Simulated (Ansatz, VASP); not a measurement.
## Two plane-wave programs on Li2ClF

```xyz
4
Lattice="3.3431 0.0000 0.0000 0.0000 3.3431 0.0000 0.0000 0.0000 4.6013" Properties=species:S:1:pos:R:3 pbc="T T T"
F     0.0000    0.0000    0.0000
Li    0.0000    0.0000    2.3006
Li    1.6716    1.6716    0.0000
Cl    1.6716    1.6716    2.3006
```

The cell was built by a generator and needn't be a form met in nature.

Alike in both runs: task single point; functional PBE; k mesh 8 × 8 × 6; occupations fermi-dirac, width 0.02 eV; no spin polarisation.

```csv
,VASP,Ansatz
version,VASP 6.6.1,Ansatz 0.2.0
potentials or method,"VASP PAW PBE potentials, release 64 (F, Li_sv, Cl)","plane waves, PAW"
plane-wave cutoff (eV),520,420
valence electrons in the cell,20,20
```

```tsv
	VASP	Ansatz	Ansatz less VASP
gap on the k mesh at the Fermi level (eV)	6.60	6.59	-0.011
```

With one functional, cell and mesh, what is left measures potentials, basis and numerics.

 A k mesh can miss the band edges.
